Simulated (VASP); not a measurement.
```xyz
2
Lattice="0.0000 2.5617 2.5617 2.5617 0.0000 2.5617 2.5617 2.5617 0.0000" Properties=species:S:1:pos:R:3 pbc="T T T"
K      0.0000     0.0000     0.0000
Cl     2.5617     2.5617     2.5617
```

The numbers are results of LDA (Ceperley-Alder, Perdew-Zunger), VASP's LDA PAW potentials (set 64) (plane waves; VASP), not measurements. Run with 500 eV cut-off, 9×9×9 Γ-centred mesh, Gaussian smearing of 0.050 eV, potentials K_sv Cl.

**Question.** Estimate the energy per atom (σ→0), pressure.

**Answer.** 
```
Quantity                        Value
---------------------  --------------
energy per atom (σ→0)  -2.737 eV/atom
pressure                    44.84 GPa
```

The compound is KCl in the rock salt structure. It was relaxed first under an external pressure of 45 GPa.
